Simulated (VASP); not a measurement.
Calculation: PBE GGA, VASP's PBE PAW potentials (set 64) (plane waves; VASP).

Input for VASP

### INCAR
```
ALGO  =  Normal
EDIFF  =  1E-6
EDIFFG  =  -0.02
ENCUT  =  500
GGA  =  PE
IBRION  =  2
ISIF  =  3
ISMEAR  =  1
LASPH  =  .TRUE.
LCHARG  =  .FALSE.
LREAL  =  .FALSE.
LWAVE  =  .FALSE.
NELM  =  100
NSW  =  40
PREC  =  Accurate
PSTRESS  =  300
SIGMA  =  0.1
SYSTEM  =  Al
```

### POSCAR
```
Al
1
    0.0000000000     1.9073661095     1.9073661095
    1.9073661095     0.0000000000     1.9073661095
    1.9073661095     1.9073661095     0.0000000000
Al
1
Direct
  0.0000000000   0.0000000000   0.0000000000
```

### KPOINTS
```
Automatic mesh
0
G
 16 16 16
0 0 0
```

POTCAR, in this order: Al (PBE.64 set). Program: vasp_std.

Energy and stress use the plane-wave basis of the starting cell.

**Question.** What does the run give for the energy per atom (σ→0), volume per atom, band gap (on the k-mesh)?

**Answer.** 
```
Property                                                     Value
------------------------  ----------------------------------------
energy per atom (σ→0)                               -3.497 eV/atom
band gap (on the k-mesh)  none (metal, semimetal or under 0.01 eV)
volume per atom                                      13.12 Å³/atom
```

File OSZICAR:
```
...
   2 F= -.99667433E+00 E0= -.99666507E+00  d E =0.180895E-01
       N       E                     dE             d eps       ncg     rms          rms(c)
DAV:   1    -0.349857473139E+01   -0.21897E+00   -0.19516E-01  1765   0.315E+00    0.447E-01
DAV:   2    -0.349762910873E+01    0.94562E-03   -0.10521E-03  1580   0.299E-01    0.161E-01
DAV:   3    -0.349702161130E+01    0.60750E-03   -0.87589E-05  1765   0.663E-02    0.418E-02
DAV:   4    -0.349697064553E+01    0.50966E-04   -0.11240E-05  1765   0.232E-02    0.322E-02
DAV:   5    -0.349697122123E+01   -0.57570E-06   -0.25829E-07   950   0.482E-03
   3 F= -.10400155E+01 E0= -.10400768E+01  d E =-.252517E-01
```

The compound is Al in the fcc structure. This run relaxes it under an external pressure of 30 GPa. Symmetry was kept, so distortions that lower it aren't found.
